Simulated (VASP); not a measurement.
Given:

```xyz
2
Lattice="3.2786 0.0000 0.0000 0.0000 3.2786 0.0000 0.0000 0.0000 3.2786" Properties=species:S:1:pos:R:3 pbc="T T T"
Hf     0.0000     0.0000     0.0000
Rh     1.6393     1.6393     1.6393
```

Method: PBEsol GGA, VASP's PBE PAW potentials (set 64) (plane waves; VASP). Run with 300 eV cut-off, 10×10×10 Γ-centred mesh, Gaussian smearing of 0.14 eV, potentials Hf_pv Rh_pv.

At this cut-off the stress carries a Pulay error, which pulls relaxed volumes low. Unless said otherwise, spin-orbit coupling is left out, though it shifts the bands of the heavy elements here.

Q: Predict the energy per atom (σ→0), pressure, band gap (on the k-mesh) with the smallest direct gap where there is one.

A: 
* **band gap (on the k-mesh)**: none (metal, semimetal or under 0.01 eV)
* **energy per atom (σ→0)**: -978.9 kJ/mol of atoms
* **pressure**: -8.85 GPa

The structure comes from a computed database's HfRh entry; how it stands against other phases isn't given here. The cell was not relaxed at this level. The electron count is odd and the run is not spin-polarised, which forces a metal.
